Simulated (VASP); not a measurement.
Computed with r2SCAN meta-GGA, VASP's PBE PAW potentials (set 64) (plane waves; VASP).

A VASP calculation is set up with these files.

**INCAR**
```
PREC=Accurate
LWAVE=.False.
LASPH=.True.   # aspherical one-centre terms
ISMEAR=-5
LMIXTAU=.True.
LMAXMIX=4
ALGO=Normal
LCHARG=.False.
METAGGA=R2SCAN
SYSTEM=Cs
NELM=100
LREAL=.False.
NEDOS=601
ENCUT=520
EDIFF=1E-7   # SCF stop (eV)
LORBIT=11   # lm-projected
ISIF=2
```

**KPOINTS**
```
Automatic mesh
0
Gamma
9 9 9
0 0 0
```

POSCAR:
```
Cs
1
   -3.1372250178     3.1372250178     3.1372250178
    3.1372250178    -3.1372250178     3.1372250178
    3.1372250178     3.1372250178    -3.1372250178
Cs
1
Direct
  0.0000000000   0.0000000000   0.0000000000
```

KPOINTS_OPT:
```
k-points along high-symmetry lines
10
Line-mode
Reciprocal
  0.000000   0.000000   0.000000 ! GAMMA
  0.500000  -0.500000   0.500000 ! H

  0.500000  -0.500000   0.500000 ! H
 -0.000000   0.000000   0.500000 ! N

 -0.000000   0.000000   0.500000 ! N
  0.000000   0.000000   0.000000 ! GAMMA

  0.000000   0.000000   0.000000 ! GAMMA
  0.250000   0.250000   0.250000 ! P

  0.250000   0.250000   0.250000 ! P
  0.500000  -0.500000   0.500000 ! H

  0.250000   0.250000   0.250000 ! P
 -0.000000   0.000000   0.500000 ! N
```

POTCAR, in this order: Cs_sv (PBE.64 set). Program: vasp_std.

What VASP printed:

OSZICAR:
```
       N       E                     dE             d eps       ncg     rms          rms(c)
DAV:   1     0.306347336242E+02    0.30635E+02   -0.30907E+03   560   0.813E+02
DAV:   2    -0.213279678898E+02   -0.51963E+02   -0.51503E+02   752   0.128E+02
DAV:   3    -0.269754318621E+02   -0.56475E+01   -0.56463E+01   568   0.501E+01
DAV:   4    -0.270574484240E+02   -0.82017E-01   -0.81991E-01  1032   0.735E+00
DAV:   5    -0.270575405822E+02   -0.92158E-04   -0.92350E-04   792   0.157E-01    0.242E-01
DAV:   6    -0.257790141900E+02    0.12785E+01   -0.98382E-02   592   0.353E+00    0.241E-01
DAV:   7    -0.245121548562E+02    0.12669E+01   -0.78794E-01   624   0.560E+00    0.464E-01
DAV:   8    -0.248053329882E+02   -0.29318E+00   -0.62717E-01   632   0.549E+00    0.109E-01
DAV:   9    -0.248569589450E+02   -0.51626E-01   -0.21913E-02   664   0.176E+00    0.120E-01
DAV:  10    -0.249762013574E+02   -0.11924E+00   -0.24846E-01   608   0.384E+00    0.288E-01
DAV:  11    -0.250377127488E+02   -0.61511E-01   -0.67804E-02   576   0.312E+00    0.201E-01
DAV:  12    -0.250313524189E+02    0.63603E-02   -0.36688E-02   592   0.278E+00    0.184E-01
DAV:  13    -0.250345042609E+02   -0.31518E-02   -0.36664E-03   712   0.975E-01    0.174E-01
DAV:  14    -0.250250091874E+02    0.94951E-02   -0.23194E-02   560   0.260E+00    0.128E-01
DAV:  15    -0.250314206751E+02   -0.64115E-02   -0.10807E-02   560   0.126E+00    0.103E-01
DAV:  16    -0.250233809228E+02    0.80398E-02   -0.15355E-02   560   0.185E+00    0.102E-01
DAV:  17    -0.250152956265E+02    0.80853E-02   -0.19246E-02   560   0.172E+00    0.957E-02
DAV:  18    -0.250168270507E+02   -0.15314E-02   -0.12849E-03   768   0.460E-01    0.940E-02
DAV:  19    -0.250175078928E+02   -0.68084E-03   -0.11409E-03   584   0.394E-01    0.993E-02
DAV:  20    -0.250180838039E+02   -0.57591E-03   -0.72449E-04   616   0.386E-01    0.928E-02
DAV:  21    -0.250175807951E+02    0.50301E-03   -0.59287E-03   576   0.123E+00    0.429E-02
DAV:  22    -0.250178084712E+02   -0.22768E-03   -0.66402E-05  1008   0.695E-02    0.429E-02
DAV:  23    -0.250175155529E+02    0.29292E-03   -0.55627E-04   568   0.345E-01    0.413E-02
DAV:  24    -0.250183544520E+02   -0.83890E-03   -0.23531E-03   576   0.708E-01    0.738E-02
DAV:  25    -0.250188950082E+02   -0.54056E-03   -0.15080E-03   568   0.644E-01    0.803E-02
DAV:  26    -0.250186920224E+02    0.20299E-03   -0.17560E-03   576   0.519E-01    0.731E-02
DAV:  27    -0.250186050112E+02    0.87011E-04   -0.28565E-04   568   0.221E-01    0.476E-02
DAV:  28    -0.250189125565E+02   -0.30755E-03   -0.41110E-04   576   0.285E-01    0.292E-02
DAV:  29    -0.250188378336E+02    0.74723E-04   -0.84970E-05   584   0.140E-01    0.189E-02
DAV:  30    -0.250188010619E+02    0.36772E-04   -0.78028E-05   592   0.857E-02    0.136E-02
DAV:  31    -0.250187393083E+02    0.61754E-04   -0.11751E-04   576   0.159E-01    0.915E-03
DAV:  32    -0.250187609262E+02   -0.21618E-04   -0.48864E-05   576   0.840E-02    0.635E-03
DAV:  33    -0.250187275620E+02    0.33364E-04   -0.38941E-05   592   0.681E-02    0.446E-03
DAV:  34    -0.250187477024E+02   -0.20140E-04   -0.18183E-05   576   0.651E-02    0.318E-03
DAV:  35    -0.250187522373E+02   -0.45349E-05   -0.17987E-06   736   0.188E-02    0.219E-03
DAV:  36    -0.250187648376E+02   -0.12600E-04   -0.12607E-05   592   0.504E-02    0.161E-03
DAV:  37    -0.250187692793E+02   -0.44416E-05   -0.56376E-06   592   0.331E-02    0.124E-03
DAV:  38    -0.250187695912E+02   -0.31193E-06   -0.69568E-07   656   0.118E-02    0.124E-03
DAV:  39    -0.250187701961E+02   -0.60489E-06   -0.28747E-06   576   0.222E-02    0.798E-04
DAV:  40    -0.250187701710E+02    0.25099E-07   -0.28710E-07   648   0.719E-03
   1 F= -.25018770E+02 E0= -.25018770E+02  d E =0.000000E+00
       N       E                     dE             ncg
       N       E                     dE             ncg
```

**OUTCAR**
```
------------------------ aborting loop because EDIFF is reached ----------------------------------------
  FORCE on cell =-STRESS in cart. coord.  units (eV):
  Direction    XX          YY          ZZ          XY          YZ          ZX
  --------------------------------------------------------------------------------------
  Total       -0.0064513     -0.0064513     -0.0064513      0.0000000      0.0000000     -0.0000000
  in kB       -0.0836871     -0.0836871     -0.0836871      0.0000000      0.0000000     -0.0000000
  external PRESSURE =      -0.0836871 kB  Pullay stress =       0.0000000 kB
  volume of cell :      123.51
      direct lattice vectors                 reciprocal lattice vectors
    -3.137225018  3.137225018  3.137225018     0.000000000  0.159376518  0.159376518
     3.137225018 -3.137225018  3.137225018     0.159376518  0.000000000  0.159376518
     3.137225018  3.137225018 -3.137225018     0.159376518  0.159376518  0.000000000
 POSITION                                       TOTAL-FORCE (eV/Angst)
 -----------------------------------------------------------------------------------
      0.00000      0.00000      0.00000        -0.000000      0.000000      0.000000
 -----------------------------------------------------------------------------------
    total drift:                               -0.000000      0.000000     -0.000000
  FREE ENERGIE OF THE ION-ELECTRON SYSTEM (eV)
  ---------------------------------------------------
  free  energy   TOTEN  =       -25.0187701710 eV

  energy  without entropy=      -25.0187701710  energy(sigma->0) =      -25.01877017

 total charge

# of ion       s       p       d       tot
------------------------------------------
    1        1.866   4.700   0.007   6.574
```
(Selected blocks of OUTCAR.)

For a metal the tetrahedron method with Blöchl corrections gives inexact stress and forces.

The compound is Cs in the bcc structure. It was relaxed first, which changed the volume by +9 %.
